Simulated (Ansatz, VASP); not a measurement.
# ZnO (zincite): VASP beside Ansatz

Wanted: the spread between two codes on one cell, functional and k mesh. The two relaxations start from unlike cells of this crystal (the structure described is Ansatz's start), so only their ends are compared.

Program: Ansatz 0.2.0. Level of theory: plane waves, with VASP 6.6.1 beside it; relaxation of cell and atoms at BLYP. Results are calculated unless marked as measured.

## 1. Starting point

It takes space group P6_3mc (No. 186, hexagonal). Conventional cell: a = 3.249 Å, b = 3.249 Å, c = 5.206 Å, α = 90.00°, β = 90.00°, γ = 120.00°. Nearest to Zn lie 4 O at 1.97 to 1.98 Å. O has 4 Zn at 1.97 to 1.98 Å nearest. Farther neighbours and most contacts between anions are not listed.

## 2. Ansatz: relaxation of cell and atoms, BLYP

Ansatz runs on its default PAW (the set named soft_2) files.

The relaxed volume is the usual yardstick between codes: in a stiff, nearly cubic crystal its relative difference is about their pressure difference at one cell divided by the bulk modulus.

File input.yaml:

```yaml
crystal:
  lattice:
    - [3.249308, 0.0, 0.0]
    - [-1.624654, 2.8139832727, 0.0]
    - [0.0, 0.0, 5.205709]
  atoms:
    - { symbol: Zn, position: [0.3333333333, 0.6666666667, 0.5] }
    - { symbol: Zn, position: [0.6666666667, 0.3333333333, 0.0] }
    - { symbol: O, position: [0.6666666667, 0.3333333333, 0.37901] }
    - { symbol: O, position: [0.3333333333, 0.6666666667, 0.87901] }
kpoints:
  mp_grid: { grid: [9, 9, 6] }
hamiltonian:
  xc: blyp
scf:
  occupations: { method: gaussian, width: 0.02 }
output:
  forces: true
  stress: true
  eigenvalues: true
basis:
  ecutwfc: 420.0
relax:
  adjacent_minimum: "off"
  f_tol: 0.005
  max_steps: 60
  cell: { stress_tol: 0.03 }
```

Run with:

```
> ansatz run input.yaml --threads 4 --pin off --max-ram 8192MiB --backend cpu --events-out ev --progress --plain --runs-dir out
```

Numbers of over 12 decimals in the logs are rounded to 6 here.

The log of the run:

```text
Engine: ansatz 0.2.0, x86_64-unknown-linux-gnu
Pseudopotentials: kind: paw
Pseudopotential: Zn, paw, valence charge 12, recommended cutoff 420 eV (normal), Zn.paw.azcp
Pseudopotential: O, paw, valence charge 6, recommended cutoff 420 eV (normal), O.paw.azcp
Functional definition: BLYP
  parameter beta = 0.0042
  parameter a = 0.04918
  parameter b = 0.132
  parameter c = 0.2533
  parameter d = 0.349
  exchange = b88_x(beta = beta)
  correlation = lyp_c(a = a, b = b, c = c, d = d)
Crystal: 4 atoms, lattice volume = 47.598 Å³
Basis set: ecut = 420 eV, 941 PW (Γ), exchange–correlation on 48×48×72 points (8 copies of the dense FFT grid, shifted against one another)
Bands: 22, of which v1, the nominal top of the filled ones, is band 18 counted from 1 (17 counted from 0)
Symmetry: 12 space group operations
Space group: P63mc (ITA 186), of the structure as read, at distance tolerance 3.6e-5 Å
k-points: 48 of 486 (time reversal used)
Non-local potential: Zn, projectors of the file, l = 0: 2, l = 1: 2, l = 2: 3, l = 3: 1
Non-local potential: O, projectors of the file, l = 0: 2, l = 1: 2, l = 2: 1
PAW form: soft (Blöchl's): semilocal exchange-correlation on the pseudo side does not see the compensation charge
PAW frozen core: Zn, regenerated for the run's functional, and the local potential with it (the file was generated under x = pbe(κ = 0.804, μ = 0.219515), c = pbe(β = 0.066725))
PAW frozen core: O, regenerated for the run's functional, and the local potential with it (the file was generated under x = pbe(κ = 0.804, μ = 0.219515), c = pbe(β = 0.066725))
PAW one-centre angular grid: Zn, 590 points (default); XC on 64 Gauss nodes
PAW one-centre angular grid: O, 110 points (default); XC on 64 Gauss nodes
Initial density: superposition of atomic densities (neutral atoms: chi_scale 0, normalization atom), corrected by the library's trained network
Initial wavefunctions: pseudopotential atomic-orbital guess
Functional: x = b88, c = lyp
SCF iter   1: F=—  HF=-7796.723973 eV  |F-HF|=—  |Δ(HF+E_count)|=         —  Δρ=1.72e-2  dr2=9.96e-2  ethr=1.77e-3  ⟨swp⟩=6.0  Hψ=4694  notcnv=0
preconditioner: auto → Resta (q_TF=auto, 2.604 Å⁻¹)  ε∞=7.4  [insulator: Δε(μ)=1.073 eV  Ē_g=12.806 eV  σ=0.020 eV  W_gap=1.00  n_scr=22 (ndim 8)  ℏωp=32.3 eV  f_vac=0.035  D(μ)=0.00/eV (n_scr^D=0)  ε∞_Penn≈7.4]
SCF iter   2: F=—  HF=-7796.699098 eV  |F-HF|=—  |Δ(HF+E_count)|=   2.49e-2  Δρ=2.40e-3  dr2=2.69e-3  ethr=2.77e-4  ⟨swp⟩=2.4  Hψ=2329  notcnv=0
SCF iter   3: F=—  HF=-7796.698859 eV  |F-HF|=—  |Δ(HF+E_count)|=   2.39e-4  Δρ=1.08e-3  dr2=6.13e-4  ethr=7.48e-6  ⟨swp⟩=2.3  Hψ=1872  notcnv=0
SCF iter   4: F=—  HF=-7796.698963 eV  |F-HF|=—  |Δ(HF+E_count)|=   1.05e-4  Δρ=7.00e-4  dr2=2.73e-4  ethr=1.70e-6  ⟨swp⟩=2.0  Hψ=1912  notcnv=0
SCF iter   5: F=—  HF=-7796.698890 eV  |F-HF|=—  |Δ(HF+E_count)|=   7.29e-5  Δρ=1.69e-4  dr2=8.73e-6  ethr=7.59e-7  ⟨swp⟩=2.0  Hψ=1824  notcnv=0
SCF iter   6: F=—  HF=-7796.698803 eV  |F-HF|=—  |Δ(HF+E_count)|=   8.70e-5  Δρ=5.23e-5  dr2=7.43e-7  ethr=2.42e-8  ⟨swp⟩=2.0  Hψ=1839  notcnv=0
SCF iter   7: F=-7796.698804 eV  HF=-7796.698804 eV  |F-HF|=6.23e-8  |Δ(HF+E_count)|=   3.71e-7  Δρ=1.02e-5  dr2=3.99e-8  ethr=2.78e-10  ⟨swp⟩=5.5  Hψ=4810  notcnv=0
SCF 1 converged in 7 iterations: F = -7796.698804 eV  dr2 = 3.99e-8
  greatest PAW one-centre occupation: 0.988 electrons in one spin orbital (limit 2), on the Zn atom at site 1 (counted from 0), in its partial waves of l = 2
relax step   1: F+E_penalty+E_count = -7796.69880386 eV  Δ(F+E_penalty+E_count) = +0.000e0 eV  max|allowed force component| = 6.942e-2 eV/Å  Δτ_max = 0.0000 Å  P = +9.441 GPa  Ω = 47.598 Å³  (7 SCF iters, dr2 threshold 1.00e-7 eV, accepted)
[...]
relax step   6: F+E_penalty+E_count = -7796.79265203 eV  Δ(F+E_penalty+E_count) = -2.175e-2 eV  max|allowed force component| = 2.863e-3 eV/Å  Δτ_max = 0.0000 Å  P = +0.566 GPa  Ω = 50.708 Å³  stress off target by 6.55e-1 GPa  SCF on the basis re-selected at this cell (its energy is not comparable with the rows above)  (9 SCF iters)
[...]
relax step   7: F+E_penalty+E_count = -7796.79197299 eV  Δ(F+E_penalty+E_count) = +6.790e-4 eV  max|allowed force component| = 8.955e-4 eV/Å  Δτ_max = 0.0010 Å  P = +0.032 GPa  Ω = 50.928 Å³  energy of the carried Pulay correction = -1.112e-3 eV  (5 SCF iters, dr2 threshold 4.00e-7 eV, accepted)
[...]
relax step   8: F+E_penalty+E_count = -7796.79190673 eV  Δ(F+E_penalty+E_count) = +6.626e-5 eV  max|allowed force component| = 1.867e-4 eV/Å  Δτ_max = 0.0000 Å  P = +0.001 GPa  Ω = 50.942 Å³  energy of the carried Pulay correction = -1.181e-3 eV  (5 SCF iters, dr2 threshold 7.78e-9 eV, accepted)
[...]
relax step   9: F+E_penalty+E_count = -7796.79322352 eV  Δ(F+E_penalty+E_count) = -1.317e-3 eV  max|allowed force component| = 2.594e-4 eV/Å  Δτ_max = 0.0000 Å  P = +0.011 GPa  Ω = 50.942 Å³  stress off target by 1.74e-2 GPa  SCF on the basis re-selected at this cell (its energy is not comparable with the rows above)  (6 SCF iters)
basis re-selected at this cell: Δ(F+E_penalty+E_count) = -1.317e-3 eV, ΔP = +0.011 GPa vs the last step (what re-selecting the basis moved, of the pressure what is left beyond the Pulay correction that the steps carried, after the strain that the cell walked since its last selection, with what the two solves' SCF thresholds leave and, on support functions, any second-order correction that the steps lacked; it is no m [...]
SCF converged after 6 iterations
Free energy (F): -7796.793224 eV
Harris-Foulkes:  -7796.793224 eV  (|F-HF|=1.64e-11)
Internal energy: -7796.793224 eV  (E = F + TS)
E sigma→0 (E₀):  -7796.793224 eV
Fermi energy:    6.931779 eV
--- Per-component energies (eV) ---
  E_band       = 47.034868
  E_kinetic    = 609.888300
  E_local      = -4105.074615  (includes V_loc(G=0)·N_el)
  E_nonlocal   = 1331.640876
  E_hartree    = 1687.428227
  E_xc         = -415.239220
  E_vxc        = -283.908669  (∫ρ·V_xc dr)
  E_paw        = -4008.759712  (= ΣΔE_a)
  E_vpaw       = -880.371681  (= ΣTr[D̂ρ^β])
  E_aug_tail   = 0.004113  (compensation charges beyond the density's cutoff)
  E_ewald      = -2896.555458
  E_core_change = -0.125735  (= ΣΔE_core)
  E_smearing   = -0.000000  (= −TS)
  E_closure    = -0.000000  (closes the sum)
  Σ components = -7796.793224   (vs F -7796.793224, Δ=0.00e0)
--- Forces (eV/Å), atoms counted from 1 ---
  atom   1  Zn    -0.00000000     0.00000000     0.00027262
  atom   2  Zn     0.00000000    -0.00000000     0.00027262
  atom   3  O     -0.00000000     0.00000000    -0.00024616
  atom   4  O      0.00000000    -0.00000000    -0.00024616
  max |Σ_I F_I| component: 5.29e-5 eV/Å
--- Stress (GPa, compression-positive) ---
        0.007942      -0.000000      -0.000000
        0.000000       0.007942      -0.000000
       -0.000000      -0.000000       0.017354
  P = ⅓ Tr σ = 0.0111 GPa (0.111 kbar)
--- Band table (eV; the first three rows and the last of 48) ---
  k-point 0: bands = [... 14 lower, 5.8124, 6.4518, 6.5207, 6.5207, 7.3426, 11.5509, 14.6304, 19.1313]
  k-point 1: bands = [... 14 lower, 5.8605, 5.9044, 6.4739, 6.4739, 7.9629, 11.3338, 14.8267, 19.1430]
  k-point 2: bands = [... 14 lower, 5.9920, 5.9920, 6.3462, 6.3462, 8.9256, 10.7407, 15.4147, 17.7370]
  k-point 47: bands = [... 14 lower, 4.0697, 4.0697, 5.3988, 5.3988, 14.1108, 14.1108, 14.6311, 14.6311]
--- Relaxed structure (7 steps of the walk, 7 accepted, 2 SCFs on fresh bases) ---
  F+E_penalty+E_count = -7796.79322352 eV   max|allowed force component| = 2.594e-4 eV/Å   (the final SCF, on the basis selected at the relaxed cell)
  cell:  # Å, volume = 50.9417 Å³
    - [3.313111, 0, 0]
    - [-1.656556, 2.869238, 2.5541182215854005e-18]
    - [0, 4.724973436095241e-18, 5.358843]
  atoms:
    - { symbol: Zn, position: [0.333333, 0.666667, 0.500227] }
    - { symbol: Zn, position: [0.666667, 0.333333, 0.000226667] }
    - { symbol: O, position: [0.666667, 0.333333, 0.378783] }
    - { symbol: O, position: [0.333333, 0.666667, 0.878783] }
```

## 3. VASP: relaxation of cell and atoms, BLYP

Its own start cell and the same functional (in two slightly different forms), mesh and smearing now go to VASP, with its own data sets.

Lines of VASP's logs that name or quote its potential files are left out, and so is its time.

File INCAR:

```
SYSTEM = ZnO
PREC = Accurate
ENCUT = 600
EDIFF = 1E-07
NELM = 120
ISMEAR = 0
SIGMA = 0.02
LREAL = .FALSE.
ALGO = Normal
GGA = B5
ALDAX = 1
AGGAX = 1
AGGAC = 1
ALDAC = 0
NBANDS = 24
LORBIT = 11
LWAVE = .FALSE.
LCHARG = .FALSE.
ISIF = 3
IBRION = 2
NSW = 80
EDIFFG = -0.005
LASPH = .TRUE.
GGA_COMPAT = .FALSE.
NELMIN = 4
EFERMI = MIDGAP
```

File POSCAR:

```
ZnO
1.0
    3.3195558038      0.0000000000      0.0000000000
   -1.6597779019      2.8748193649      0.0000000000
    0.0000000000      0.0000000000      5.3661274951
Zn O
2 2
Direct
    0.3333333926      0.6666667851      0.5001964329
    0.6666666074      0.3333332149      0.0001965289
    0.6666666074      0.3333332149      0.3788135156
    0.3333333926      0.6666667851      0.8788134196
```

File KPOINTS:

```
Automatic mesh
0
Gamma
9 9 6
0 0 0
```

The projector-augmented-wave data sets are Zn and O (PBE family, release 64).

Run with:

```
> mpirun -np 1 vasp_std
```

The log of the run:

```text
[banner, memory and clock lines left out]
running    1 mpi-ranks, on    1 nodes
 distrk:  each k-point on    1 cores,    1 groups
 distr:  one band on    1 cores,    1 groups

 POSCAR found type information on POSCAR ZnO
 POSCAR found :  2 types and       4 ions
|                                                                             |
|               ----> ADVICE to this user running VASP <----                  |
|                                                                             |
|     You enforced a specific xc type in the INCAR file but a different       |
|     [... a line on the potential file left out ...]
|     I HOPE YOU KNOW WHAT YOU ARE DOING!                                     |
|                                                                             |

 LDA part: xc-table for (Slater(with rela. corr.)+VWN5), standard interpolation
 POSCAR, INCAR and KPOINTS ok, starting setup
 FFT: planning ... GRIDC
 FFT: planning ... GRID_SOFT
 FFT: planning ... GRID
 WAVECAR not read
 entering main loop
       N       E                     dE             d eps       ncg     rms          rms(c)
DAV:   1     0.309807814202E+03    0.30981E+03   -0.20242E+04  2312   0.236E+03
DAV:   2     0.120978599540E+02   -0.29771E+03   -0.28267E+03  2520   0.452E+02
DAV:   3    -0.198039133620E+02   -0.31902E+02   -0.31626E+02  2592   0.150E+02
DAV:   4    -0.203695537285E+02   -0.56564E+00   -0.56528E+00  2672   0.213E+01
DAV:   5    -0.203731067152E+02   -0.35530E-02   -0.35529E-02  2624   0.161E+00    0.140E+01
DAV:   6    -0.163386809031E+02    0.40344E+01   -0.11531E+01  4000   0.753E+01    0.793E+00
DAV:   7    -0.165429867790E+02   -0.20431E+00   -0.33242E+00  2464   0.200E+01    0.486E+00
DAV:   8    -0.165575456390E+02   -0.14559E-01   -0.85847E-01  3096   0.876E+00    0.185E+00
DAV:   9    -0.164902171271E+02    0.67329E-01   -0.17666E-01  3424   0.796E+00    0.370E-01
DAV:  10    -0.164930902679E+02   -0.28731E-02   -0.47904E-02  2304   0.183E+00    0.890E-02
DAV:  11    -0.164932520752E+02   -0.16181E-03   -0.14853E-03  2992   0.101E+00    0.724E-02
DAV:  12    -0.164931886447E+02    0.63430E-04   -0.35979E-04  3480   0.550E-01    0.888E-03
DAV:  13    -0.164932020802E+02   -0.13436E-04   -0.75369E-05  2504   0.829E-02    0.173E-02
DAV:  14    -0.164931978019E+02    0.42784E-05   -0.85789E-06  2664   0.311E-02    0.545E-03
DAV:  15    -0.164931975362E+02    0.26568E-06   -0.21074E-06  2704   0.126E-02    0.417E-04
DAV:  16    -0.164931975359E+02    0.27467E-09   -0.84220E-08  1720   0.402E-03
   1 F= -.16493198E+02 E0= -.16493198E+02  d E =-.164932E+02
 curvature:   0.00 expect dE= 0.000E+00 dE for cont linesearch  0.000E+00
 trial: gam= 0.00000 g(F)=  0.398E-07 g(S)=  0.438E-04 ort = 0.000E+00 (trialstep = 0.100E+01)
 search vector abs. value=  0.438E-04
 bond charge predicted
       N       E                     dE             d eps       ncg     rms          rms(c)
DAV:   1    -0.164937765913E+02   -0.57906E-03   -0.83761E-03  2760   0.165E+00    0.174E-01
DAV:   2    -0.164932692705E+02    0.50732E-03   -0.19082E-03  2872   0.848E-01    0.612E-02
DAV:   3    -0.164932220260E+02    0.47244E-04   -0.29023E-05  3176   0.162E-01    0.351E-02
DAV:   4    -0.164932035757E+02    0.18450E-04   -0.20443E-05  3488   0.644E-02    0.400E-03
DAV:   5    -0.164932037101E+02   -0.13449E-06   -0.43293E-06  2424   0.182E-02    0.140E-03
DAV:   6    -0.164932036226E+02    0.87589E-07   -0.82618E-08  1296   0.921E-03
   2 F= -.16493204E+02 E0= -.16493204E+02  d E =-.608664E-05
 trial-energy change:   -0.000006  1 .order   -0.000014   -0.000044    0.000016
 step:   0.5364(harm=  0.7357)  dis= 0.00001  next Energy=   -16.493208 (dE=-0.105E-04)
 reached required accuracy - stopping structural energy minimisation
```

From OUTCAR (step 3):

```text
ion  position               nearest neighbor table
   1  0.333  0.667  0.500-   3 2.02   3 2.02   3 2.02   4 2.03
   2  0.667  0.333  0.000-   4 2.02   4 2.02   4 2.02   3 2.03
   3  0.667  0.333  0.379-   1 2.02   1 2.02   1 2.02   2 2.03
   4  0.333  0.667  0.879-   2 2.02   2 2.02   2 2.02   1 2.03

  LATTYP: Found a hexagonal cell.
 ALAT       =     3.3195558038
 C/A-ratio  =     1.6165197431

 Subroutine GETGRP returns: Found 12 space group operations
 (whereof  6 operations were pure point group operations)

The static configuration has the point symmetry C_3v.
 The point group associated with its full space group is C_6v.

 Found     48 irreducible k-points:

   k-points           NKPTS =     48   k-points in BZ     NKDIM =     48   number of bands    NBANDS=     24

   dimension x,y,z NGX =    28 NGY =   28 NGZ =   48
   dimension x,y,z NGXF=    56 NGYF=   56 NGZF=   96

   ENCUT  =  600.0 eV  44.10 Ry    6.64 a.u.   6.63  6.63 10.72*2*pi/ulx,y,z

   NELECT =      36.0000    total number of electrons

 k-points in reciprocal lattice and weights: Automatic mesh
   0.00000000  0.00000000  0.00000000       0.002
   0.11111111  0.00000000  0.00000000       0.012
   0.22222222  0.00000000  0.00000000       0.012
   0.33333333  0.00000000  0.00000000       0.012
   0.44444444  0.00000000  0.00000000       0.012
   0.11111111  0.11111111  0.00000000       0.012
   0.22222222  0.11111111  0.00000000       0.025
   0.33333333  0.11111111  0.00000000       0.025
   0.44444444  0.11111111  0.00000000       0.012
[...]
0.33333333  0.22222222  0.50000000       0.025
   0.33333333  0.33333333  0.50000000       0.004

 average (electrostatic) potential at core
       1 -36.1513       2 -36.1513       3 -73.3137       4 -73.3137

 E-fermi :   1.2814

 k-point     1 :       0.0000    0.0000    0.0000
  band No.  band energies     occupation
    ...
     14       0.1637      2.00000
     15       0.1637      2.00000
     16       0.8033      2.00000
     17       0.8707      2.00000
     18       0.8707      2.00000
     19       1.6921      0.00000
     20       5.8884      0.00000
     21       8.9669      0.00000
     22      13.4401      0.00000
     23      13.4401      0.00000
    ...

 k-point     2 :       0.1111    0.0000    0.0000
  band No.  band energies     occupation
    ...
     14      -0.2552      2.00000
     15       0.0165      2.00000
     16       0.1908      2.00000
     17       0.7297      2.00000
     18       0.7920      2.00000
     19       2.5191      0.00000
     20       6.3487      0.00000
     21       8.9871      0.00000
     22      12.3812      0.00000
     23      13.5391      0.00000
    ...

 k-point     3 :       0.2222    0.0000    0.0000
  band No.  band energies     occupation
    ...
     14      -1.2057      2.00000
     15      -0.6109      2.00000
     16      -0.3541      2.00000
     17       0.5033      2.00000
     18       0.5829      2.00000
     19       3.7472      0.00000
     20       7.3133      0.00000
     21       9.0276      0.00000
     22      10.7651      0.00000
     23      12.3675      0.00000
    ...

  Total        0.0125002      0.0125002      0.0175778      0.0000000     -0.0000000      0.0000000
  in kB        0.3915476      0.3915475      0.5505977      0.0000000     -0.0000000      0.0000000
  external PRESSURE =       0.4445643 kB  Pullay stress =       0.0000000 kB

  energy-cutoff  :      600.00
  volume of cell :       51.15
      direct lattice vectors                 reciprocal lattice vectors
     3.317901172  0.000000000  0.000000000     0.301395354  0.174010707  0.000000000
    -1.658950586  2.873386412  0.000000000     0.000000000  0.348021413  0.000000000
     0.000000000 -0.000000000  5.365175872     0.000000000 -0.000000000  0.186387180

 POSITION                                       TOTAL-FORCE (eV/Angst)
 -----------------------------------------------------------------------------------
      0.00000      1.91559      2.68362         0.000000     -0.000000      0.001937
      1.65895      0.95780      0.00103         0.000000     -0.000000      0.001937
      1.65895      0.95780      2.03242         0.000000      0.000000     -0.001937
      0.00000      1.91559      4.71501        -0.000000     -0.000000     -0.001937
 -----------------------------------------------------------------------------------
    total drift:                               -0.000000     -0.000430     -0.000497

  FREE ENERGIE OF THE ION-ELECTRON SYSTEM (eV)
  ---------------------------------------------------
  free  energy   TOTEN  =       -16.4932036226 eV

  energy  without entropy=      -16.4932036226  energy(sigma->0) =      -16.49320362

 reached required accuracy - stopping structural energy minimisation

 total charge
# of ion       s       p       d       tot
------------------------------------------
    1        0.444   0.429   9.890  10.763
    2        0.444   0.429   9.890  10.763
    3        1.540   3.436   0.000   4.976
    4        1.540   3.436   0.000   4.976
--------------------------------------------------
tot          3.967   7.730  19.779  31.477

[... 3 further parts left out ...]
```

## 4. Comparison

Known differences besides the potentials themselves: the cutoff is 420 eV in Ansatz and 600 eV in VASP; Ansatz makes its cores anew for this functional, VASP keeps those of its PBE data sets; VASP's log shows a relativistic correction to its local exchange, Ansatz's none; Ansatz adds a Pulay correction to the stress that steers its cell, VASP none. Total energies have different zeros and are not compared.

Both answers:

| quantity | Ansatz | VASP | difference |
| --- | --- | --- | --- |
| volume (Å³) | 50.94 | 51.15 | -0.41 % |
| edge a after relaxation, in the typed setting (Å) | 3.313 | 3.318 | -0.14 % |
| edge c after relaxation, in the typed setting (Å) | 5.359 | 5.365 | -0.12 % |

## 5. Outcome

```
difference in volume (relaxation of cell and atoms, BLYP) : -0.41 %
```

The difference in volume is -0.41 % (relaxation of cell and atoms, BLYP), within the 1.2 % picked in this series as the mark of a large difference, as far as the stopping tolerances let one tell. How closely two codes agree says nothing of how well the functional describes the real material.

[Lines on the potential files, build, host, timing and source positions are cut from VASP's logs without a mark.]

[Logs are printed without paths, hosts, clocks, repeated set-up lines and the standing remarks that a program may print on its own settings, such as how far it seeks lower states.]

[Hosts, paths, dates, database ids (printed as entryN), source tags and the programs' standing remarks are cut or masked in the printed files.]
